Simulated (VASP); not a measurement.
Energy against volume of Pb (fcc). Calculation: optB86b-vdW, VASP's PBE PAW potentials (set 64) (plane waves; VASP). Numerical set-up: 520 eV cut-off, 13×13×13 Γ-centred mesh, first-order Methfessel-Paxton smearing of 0.10 eV, potentials Pb_d.

```csv
V (Å³/atom),E (eV/atom)
28.808,-0.44687
29.727,-0.46185
30.646,-0.46726
31.566,-0.46480
```

Question: Fit these four points and predict the energy of the run at 32.485 Å³/atom.

Answer: A cubic in V^(−2/3), the third-order Birch-Murnaghan form, passes through the four points with V0 = 30.79 Å³/atom and B0 = 44 GPa, and gives -0.4559 eV/atom there. The run gave -0.4560 eV/atom, -0.2 meV/atom from the fit; all five points give B0 = 44 GPa.

The compound is Pb in the fcc structure. It was relaxed first.
